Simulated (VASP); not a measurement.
The system is Ga3BiO4.

```
Ga Bi O
1.0
    -2.17213    2.17213    6.39331
     2.17213   -2.17213    6.39331
     2.17213    2.17213   -6.39331
Ga Bi O
3 1 4
Direct
  0.25000 0.75000 0.50000
  0.75000 0.25000 0.50000
  0.00000 0.00000 0.00000
  0.50000 0.50000 0.00000
  0.09067 0.09067 0.51250
  0.42183 0.90933 0.00000
  0.57817 0.57817 0.48750
  0.90933 0.42183 0.00000
```

The cell was built by a generator and needn't be a form met in nature.

Base run:

```yaml
Program: VASP 6.6.1
Functional: PBE
Potentials_or_basis: VASP PAW PBE potentials, release 64 (Ga_d, Bi_d, O)
Cutoff: 520 eV
k_mesh: 10 × 10 × 10
Occupations: gaussian, width 0.1 eV
Spin: no spin polarisation
```

Its results: pressure 0.1 GPa; largest force 0.008 eV/Å.

Task: The run is repeated on the same cell with these changes: functional from PBE to PBEsol. What comes out?

Result: Pressure -4.7 GPa; largest force 0.165 eV/Å.

PBEsol binds more tightly than PBE, so the same cell stands under less pressure.

Caveats: the PAW data sets were made with another functional, which shifts forces and pressure a little (some runs).
